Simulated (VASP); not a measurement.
Consider the following.

```yaml
crystal:
  lattice:
    - [0.00000, 2.32875, 2.32875]
    - [2.32875, 0.00000, 2.32875]
    - [2.32875, 2.32875, 0.00000]
  atoms:
    - { symbol: Zr, position: [0.00000, 0.00000, 0.00000] }
    - { symbol: N, position: [0.50000, 0.50000, 0.50000] }
```

Computed with PBE GGA with D4 dispersion, VASP's PBE PAW potentials (set 64) (plane waves; VASP). Numerical set-up: 520 eV cut-off, 14×14×14 Γ-centred mesh, first-order Methfessel-Paxton smearing of 0.10 eV, potentials Zr_sv N.

### Question
The job: ZrN (rock salt), 2 atoms, PBE-D4, static run, 520 eV, 14×14×14 Γ-centred mesh. Roughly how much core time does it take on a busy server core?

### Answer
About 20 core-seconds (one run on a shared machine, a rough figure). It had 104 irreducible k-points, 12 bands, up to 700 plane waves and 13 electronic steps.

The compound is ZrN in the rock salt structure. This cell is one point of a volume scan, at 1.06 of the reference volume.
